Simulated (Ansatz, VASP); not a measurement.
# AlGaN2: VASP beside Ansatz

One calculation is typed for both programs; each brings its own data sets. How far apart do they land? The cell is taken from a series of runs on this material, whose earlier steps may have relaxed, scaled, displaced or heated it; both programs get it as it stands.

Method: plane waves, with VASP 6.6.1 beside it; zone-centre phonons at LDA, in Ansatz 0.2.0.

## 1. Set-up

The structure is trigonal, space group P3m1 (No. 156). The conventional cell has a = 3.119 Å, b = 3.119 Å, c = 5.053 Å, α = 90.00°, β = 90.00°, γ = 120.00°. Al has 4 N at 1.88 to 1.89 Å nearest. Ga has 4 N at 1.92 to 1.94 Å nearest. Nearest to N lie 3 Al at 1.89 Å and 1 Ga at 1.94 Å. Nearest to N lie 1 Al at 1.88 Å and 3 Ga at 1.92 Å. Farther neighbours and most contacts between anions are not listed.

## 2. Ansatz: zone-centre phonons, LDA

Ansatz runs on its default PAW (the set named soft_2) files.

Second derivatives magnify differences that forces hide, and they need a tight electronic threshold.

Input file input.yaml:

```yaml
crystal:
  lattice:
    - [3.1191540346, -2.863e-07, 0.0]
    - [-1.5595767694, 2.7012667754, 0.0]
    - [0.0, 0.0, 5.0528985475]
  atoms:
    - { symbol: Al, position: [0.0, 0.0, 0.9994937145] }
    - { symbol: Ga, position: [0.6666666667, 0.3333333333, 0.4971805407] }
    - { symbol: "N", position: [0.6666666667, 0.3333333333, 0.11286767] }
    - { symbol: "N", position: [0.0, 0.0, 0.6268580748] }
total_charge: 0.6
kpoints:
  mp_grid: { grid: [12, 12, 8] }
hamiltonian:
  xc: lda
scf:
  occupations: { method: fermi_dirac, width: 0.026 }
  n_extra_bands: 10
output:
  eigenvalues: true
phonons:
  method: dfpt
```

The run is started by

```
$ ansatz run input.yaml --threads 4 --pin off --max-ram 8192MiB --backend cpu --events-out ev --progress --plain --runs-dir out
```

Numbers of over 12 decimals in the logs are rounded to 6 here.

The log of the run:

```text
scf.n_extra_bands = 10 over 13 filled bands (N_el = 25.4): the run solves 23 bands
Engine: ansatz 0.2.0, aarch64-unknown-linux-gnu
Pseudopotentials: kind: paw
Pseudopotential: Al, paw, valence charge 3, recommended cutoff 420 eV (normal), Al.paw.azcp
Pseudopotential: Ga, paw, valence charge 13, recommended cutoff 420 eV (normal), Ga.paw.azcp
Pseudopotential: N, paw, valence charge 5, recommended cutoff 420 eV (normal), N.paw.azcp
Functional definition: SPW92
  exchange = slater_x
  correlation = pw_c
Crystal: 4 atoms, lattice volume = 42.574 Å³
Basis set: ecut = 420 eV, 833 PW (Γ), exchange–correlation on 48×48×72 points (8 copies of the dense FFT grid, shifted against one another)
Bands: 23, of which v1, the nominal top of the filled ones, is band 13 counted from 1 (12 counted from 0)
Symmetry: 6 space group operations
k-points: 320 of 1152 (irreducible under 2 space group operations, time reversal used)
Non-local potential: Al, projectors of the file, l = 0: 2, l = 1: 2, l = 2: 1
Non-local potential: Ga, projectors of the file, l = 0: 2, l = 1: 2, l = 2: 3, l = 3: 1
Non-local potential: N, projectors of the file, l = 0: 2, l = 1: 2, l = 2: 1
PAW form: soft (Blöchl's): semilocal exchange-correlation on the pseudo side does not see the compensation charge
PAW frozen core: Al, regenerated for the run's functional, and the local potential with it (the file was generated under x = pbe(κ = 0.804, μ = 0.219515), c = pbe(β = 0.066725))
PAW frozen core: Ga, regenerated for the run's functional, and the local potential with it (the file was generated under x = pbe(κ = 0.804, μ = 0.219515), c = pbe(β = 0.066725))
PAW frozen core: N, regenerated for the run's functional, and the local potential with it (the file was generated under x = pbe(κ = 0.804, μ = 0.219515), c = pbe(β = 0.066725))
PAW one-centre angular grid: Al, 110 points (default); XC on 64 Gauss nodes
PAW one-centre angular grid: Ga, 590 points (default); XC on 64 Gauss nodes
PAW one-centre angular grid: N, 110 points (default); XC on 64 Gauss nodes
Initial density: superposition of atomic densities (neutral atoms scaled as one to the charged cell's electrons: chi_scale 0, normalization atom), corrected by the library's trained network
Initial wavefunctions: pseudopotential atomic-orbital guess
Functional: x = slater, c = lda
SCF iter   1: F=—  HF=-4977.664490 eV  |F-HF|=—  |Δ(HF+E_count)|=         —  Δρ=7.52e-2  dr2=2.99e0  ethr=1.77e-3  ⟨swp⟩=5.8  Hψ=36624  notcnv=0  defer=13
preconditioner: auto → Kerker (q_TF=auto, 2.503 Å⁻¹)  [metal: Δε(μ)=0.023 eV  Ē_g=21.028 eV  σ=0.026 eV  W_gap=0.22  n_scr=10 (ndim 8)  ℏωp=28.7 eV  f_vac=0.000  D(μ)=1.64/eV (n_scr^D=22)]
SCF iter   2: F=—  HF=-4977.013861 eV  |F-HF|=—  |Δ(HF+E_count)|=   6.51e-1  Δρ=3.07e-2  dr2=9.33e-1  ethr=1.77e-3  ⟨swp⟩=2.0  Hψ=16536  notcnv=0  defer=746
SCF iter   3: F=—  HF=-4976.773863 eV  |F-HF|=—  |Δ(HF+E_count)|=   2.40e-1  Δρ=1.43e-2  dr2=2.31e-1  ethr=1.77e-3  ⟨swp⟩=2.0  Hψ=13187  notcnv=0  defer=746
SCF iter   4: F=—  HF=-4976.714683 eV  |F-HF|=—  |Δ(HF+E_count)|=   5.92e-2  Δρ=9.34e-3  dr2=3.68e-2  ethr=9.10e-4  ⟨swp⟩=2.2  Hψ=13324  notcnv=0  defer=738
SCF iter   5: F=—  HF=-4976.707972 eV  |F-HF|=—  |Δ(HF+E_count)|=   6.71e-3  Δρ=3.84e-3  dr2=8.83e-3  ethr=1.45e-4  ⟨swp⟩=3.0  Hψ=14586  notcnv=0  defer=736
SCF iter   6: F=—  HF=-4976.706483 eV  |F-HF|=—  |Δ(HF+E_count)|=   1.49e-3  Δρ=8.71e-4  dr2=6.38e-4  ethr=3.47e-5  ⟨swp⟩=2.7  Hψ=11389  notcnv=0  defer=736
SCF iter   7: F=—  HF=-4976.706487 eV  |F-HF|=—  |Δ(HF+E_count)|=   4.11e-6  Δρ=3.75e-4  dr2=5.44e-5  ethr=2.51e-6  ⟨swp⟩=2.1  Hψ=10660  notcnv=0  defer=736
SCF iter   8: F=—  HF=-4976.706477 eV  |F-HF|=—  |Δ(HF+E_count)|=   1.04e-5  Δρ=6.51e-5  dr2=2.20e-6  ethr=2.14e-7  ⟨swp⟩=2.0  Hψ=9579  notcnv=0  defer=736
SCF iter   9: F=—  HF=-4976.706477 eV  |F-HF|=—  |Δ(HF+E_count)|=   4.96e-7  Δρ=1.03e-5  dr2=1.02e-7  ethr=8.65e-9  ⟨swp⟩=2.0  Hψ=10093  notcnv=0  defer=736
SCF iter  10: F=—  HF=-4976.706477 eV  |F-HF|=—  |Δ(HF+E_count)|=   1.46e-8  Δρ=3.18e-6  dr2=9.95e-9  ethr=4.01e-10  ⟨swp⟩=2.0  Hψ=10446  notcnv=0  defer=736
SCF iter  11: F=—  HF=-4976.706477 eV  |F-HF|=—  |Δ(HF+E_count)|=  9.80e-10  Δρ=1.95e-6  dr2=2.42e-9  ethr=3.92e-11  ⟨swp⟩=2.8  Hψ=11810  notcnv=0  defer=736
SCF iter  12: F=—  HF=-4976.706477 eV  |F-HF|=—  |Δ(HF+E_count)|=   1.66e-9  Δρ=5.86e-7  dr2=2.00e-10  ethr=9.51e-12  ⟨swp⟩=2.0  Hψ=10624  notcnv=0  defer=736
SCF iter  13: F=—  HF=-4976.706477 eV  |F-HF|=—  |Δ(HF+E_count)|=  4.37e-11  Δρ=1.19e-7  dr2=1.01e-11  ethr=1.00e-12  ⟨swp⟩=2.9  Hψ=11046  notcnv=0  defer=736
SCF iter  14: F=-4976.706477 eV  HF=-4976.706477 eV  |F-HF|=1.82e-12  |Δ(HF+E_count)|=  1.82e-12  Δρ=2.51e-8  dr2=2.65e-13  ethr=1.00e-12  ⟨swp⟩=9.1  Hψ=34683  notcnv=0
SCF 1 converged in 14 iterations: F = -4976.706477 eV  dr2 = 2.65e-13
  greatest PAW one-centre occupation: 0.996 electrons in one spin orbital (limit 2), on the Ga atom at site 1 (counted from 0), in its partial waves of l = 2
DFPT response loops at Γ: preconditioner auto → Kerker (q_TF=auto, 2.503 Å⁻¹) (partly filled bands, converged f_vac=0.000); β = 1.00, the filter's whole step (`scf.mixing.beta` (0.50) is not read by the response loops under this deck's `scf.mixing.preconditioner`; to damp them name `kerker` or `kerker_dos`, under which they read `scf.mixing.beta`, and type it under 1.00, their step now; both keys bind the ground state too); Broyden in place of MSR1
SCF converged after 14 iterations
Free energy (F): -4976.706477 eV
Harris-Foulkes:  -4976.706477 eV  (|F-HF|=1.82e-12)
Internal energy: -4976.702377 eV  (E = F + TS)
E sigma→0 (E₀):  -4976.704427 eV
Entropy (-TS):   -0.004100 eV (-1.025 meV/atom)
Fermi energy:    7.592814 eV
--- Per-component energies (eV) ---
  E_band       = -8.000596
  E_kinetic    = 396.319722
  E_local      = -2540.516409  (includes V_loc(G=0)·N_el)
  E_nonlocal   = 533.525466
  E_hartree    = 1150.126170
  E_xc         = -222.097606
  E_vxc        = -233.606060  (∫ρ·V_xc dr)
  E_paw        = -2595.697938  (= ΣΔE_a)
  E_vpaw       = -463.975720  (= ΣTr[D̂ρ^β])
  E_aug_tail   = 0.000063  (compensation charges beyond the density's cutoff)
  E_ewald      = -1700.306131
  E_core_change = 1.944285  (= ΣΔE_core)
  E_smearing   = -0.004100  (= −TS)
  E_closure    = 0.000000  (closes the sum)
  E_deformation_potential = 10.849710  (in the stress; not in F)
  Σ components = -4976.706477   (vs F -4976.706477, Δ=0.00e0)
--- Band table (eV; the first three rows and the last of 320) ---
  k-point 0: bands = [... 9 lower, 7.2424, 8.1189, 8.1320, 8.1320, 11.5626, 14.3156, 18.2411, 19.2256, ... 6 higher]
  k-point 1: bands = [... 9 lower, 7.2705, 7.7623, 8.1025, 8.1025, 11.8588, 14.3534, 18.1451, 19.2057, ... 6 higher]
  k-point 2: bands = [... 9 lower, 7.3492, 7.3492, 8.0202, 8.0202, 12.4951, 14.4347, 17.9121, 19.1807, ... 6 higher]
  k-point 319: bands = [... 9 lower, 4.8786, 5.2932, 6.7685, 7.0543, 14.5644, 15.0344, 16.7060, 17.3257, ... 6 higher]
--- Phonons (Γ-DFPT): 8 representative perturbations + reference, on 320 of 1152 k-points (Σ response iterations 25) ---
  k mesh reduced under 2 symmetry operations, with k and −k counted as one. Each operation leaves every solved perturbation unchanged. A smaller set is not used because it would not reduce the number of displacements times k-points to solve
  ASR residual: 7.785e-5 → 0.000e0 eV/Å²; symmetrization residual: 2.090e-5 eV/Å²
  ASR residual per site (eV/Å²): 1.21e-5 2.50e-5 7.74e-5 7.78e-5
  Γ frequencies (cm⁻¹): 0.00 0.00 0.00 170.66 170.66 355.40 531.78 531.78 548.07 631.74 631.74 689.16
  non-analytic LO–TO correction: not included (Born effective charges unavailable; polar crystals: no LO–TO splitting at Γ)
```

The column dr2 measures how far the density is from self-consistency, as an energy; F and HF (Harris–Foulkes) agree once it is small.

(Part 1 of 3 ends here.)

[Lines on the potential files, build, host, timing and source positions are cut from VASP's logs without a mark.]

[Logs are printed without paths, hosts, clocks, repeated set-up lines and the standing remarks that a program may print on its own settings, such as how far it seeks lower states.]

[Hosts, paths, dates, database ids (printed as entryN), source tags and the programs' standing remarks are cut or masked in the printed files.]
